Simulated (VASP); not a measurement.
```
Co2Hf
1.0
    0.00000     3.52480     3.52480
    3.52480     0.00000     3.52480
    3.52480     3.52480     0.00000
Co Hf
4 2
Direct
  0.12500   0.12500   0.12500
  0.62500   0.12500   0.12500
  0.12500   0.62500   0.12500
  0.12500   0.12500   0.62500
  0.75000   0.75000   0.75000
  0.50000   0.50000   0.50000
```
Starting moments (μB, in the order of the record's atoms Co Co Co Co Hf Hf): 3.0 3.0 3.0 3.0 0.0 0.0.

Level of theory: PBEsol GGA, VASP's PBE PAW potentials (set 64) (plane waves; VASP). Run with 300 eV cut-off, 4×4×4 Γ-centred mesh, Gaussian smearing of 0.14 eV, potentials Co Hf_pv.

At this cut-off the stress carries a Pulay error, which pulls relaxed volumes low. Unless said otherwise, spin-orbit coupling is left out, though it shifts the bands of the heavy elements here.

Estimate the cell moment, energy per atom (σ→0), pressure, band gap (on the k-mesh) with the smallest direct gap where there is one.

```json
{
  "band gap (on the k-mesh)": "none (metal, semimetal or under 0.01 eV)",
  "cell_moment": "3.11 μB",
  "energy per atom (σ→0)": "-8.965 eV/atom",
  "pressure": "-18.82 GPa"
}
```

Give the moment on each site (PAW-sphere projection).

```tsv
site	moment (μB)
Co1	0.91
Co2	0.91
Co3	0.91
Co4	0.91
Hf5	-0.19
Hf6	-0.19
```

Only differences to runs with the same potentials and settings are physical.

The structure was generated: HfCo2 was put into an ordered model structure, which need not be its known phase. The cell was not relaxed at this level. The k-mesh is coarse (spacing up to 0.39 per Å, 2π included), so the numbers may not be converged in it.
